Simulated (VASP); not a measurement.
Data:

```yaml
crystal:
  lattice:
    - [-1.61458, 1.61458, 3.93457]
    - [1.61458, -1.61458, 3.93457]
    - [1.61458, 1.61458, -3.93457]
  atoms:
    - { symbol: Si, position: [0.66559, 0.66559, 0.00000] }
    - { symbol: Si, position: [0.33441, 0.33441, 0.00000] }
    - { symbol: W, position: [0.00000, 0.00000, 0.00000] }
```

The numbers are results of PBE GGA, VASP's PBE PAW potentials (set 64) (plane waves; VASP), not measurements. Run with 520 eV cut-off, Gaussian smearing of 0.050 eV, potentials Si W_sv.

Q: Give the energies of bands 6 to 14 at the high-symmetry points, in eV from the Fermi level.

A: 
```tsv
band	Γ	X	P	N	M	S	R
6	-6.75	-6.90	-6.64	-9.81	-10.91	-9.30	-8.05
7	-3.76	-5.94	-6.50	-5.67	-3.75	-7.68	-5.83
8	-3.24	-5.51	-6.50	-4.81	-2.54	-3.00	-5.08
9	-2.80	-4.96	-3.02	-2.74	-0.85	-2.65	-4.08
10	-2.80	-3.19	-2.39	-2.71	-0.85	-2.44	-3.05
11	0.61	-1.74	-2.39	-0.41	-0.48	-0.30	-2.29
12	2.65	2.73	0.03	2.66	-0.48	1.79	1.92
13	2.98	2.92	2.92	2.75	0.79	2.51	2.12
14	3.05	3.07	3.56	3.91	4.43	3.50	2.98
```

It has no gap at this level: it comes out as a metal or semimetal.

The compound is WSi2 in the MoSi2 type structure. It was relaxed first.
